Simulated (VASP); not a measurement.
The system is N.

```xyz
8
Lattice="5.5605 0.0000 0.0000 0.0000 5.5605 0.0000 0.0000 0.0000 5.5605" Properties=species:S:1:pos:R:3 pbc="T T T"
N     0.3192    0.3192    0.3192
N     2.4611    5.2414    3.0994
N     3.0994    2.4611    5.2414
N     5.2414    3.0994    2.4611
N     5.2414    5.2414    5.2414
N     3.0994    0.3192    2.4611
N     2.4611    3.0994    0.3192
N     0.3192    2.4611    3.0994
```

| Item | Value |
| --- | --- |
| Program | VASP 6.6.1 |
| Task | relaxation of cell and atoms |
| Functional | PBE |
| Potentials or basis | VASP PAW PBE potentials, release 64 (N) |
| Cutoff | 600 eV |
| k mesh | 3 × 3 × 3 |
| Occupations | gaussian, width 0.01 eV |
| Spin | no spin polarisation |

At the start: pressure 1.9 GPa; volume 21.49 Å³/atom.

How do energy, volume and symmetry change on relaxing?

Over 13 steps the energy falls by 8.0 meV/atom and the volume is 25.75 Å³/atom (+19.8 %); space group Pa-3 (No. 205, to 0.05 Å).

The path:
```csv
step,energy change (eV),largest force (eV/Å),pressure (GPa),volume (Å³)
1,0.0000,0.9751,1.89,171.93
2,2.4158,10.4651,-14.65,178.30
3,-0.0129,0.2256,0.25,172.32
4,-0.0133,0.0781,0.45,172.26
5,-0.0133,0.0522,0.49,172.25
6,-0.0180,0.0522,0.45,173.66
7,-0.0304,0.0444,0.37,177.91
8,-0.0487,0.0141,0.29,186.64
9,-0.0630,0.3054,0.38,204.92
10,-0.0643,0.0719,-0.07,206.14
11,-0.0644,0.0122,0.00,205.95
12,-0.0644,0.0181,0.00,205.97
13,-0.0644,0.0004,0.03,205.97
```

Final structure:
```yaml
crystal:
  lattice:
    - [5.90562, 0.00000, 0.00000]
    - [0.00000, 5.90562, 0.00000]
    - [0.00000, 0.00000, 5.90562]
  atoms:
    - { symbol: N, position: [0.05439, 0.05439, 0.05439] }
    - { symbol: N, position: [0.44561, 0.94561, 0.55439] }
    - { symbol: N, position: [0.55439, 0.44561, 0.94561] }
    - { symbol: N, position: [0.94561, 0.55439, 0.44561] }
    - { symbol: N, position: [0.94561, 0.94561, 0.94561] }
    - { symbol: N, position: [0.55439, 0.05439, 0.44561] }
    - { symbol: N, position: [0.44561, 0.55439, 0.05439] }
    - { symbol: N, position: [0.05439, 0.44561, 0.55439] }
```

Caveat: the standard files for N, O and F lose accuracy on very short bonds; the volume moved by over 15 % at a fixed basis, so the end points are rough.
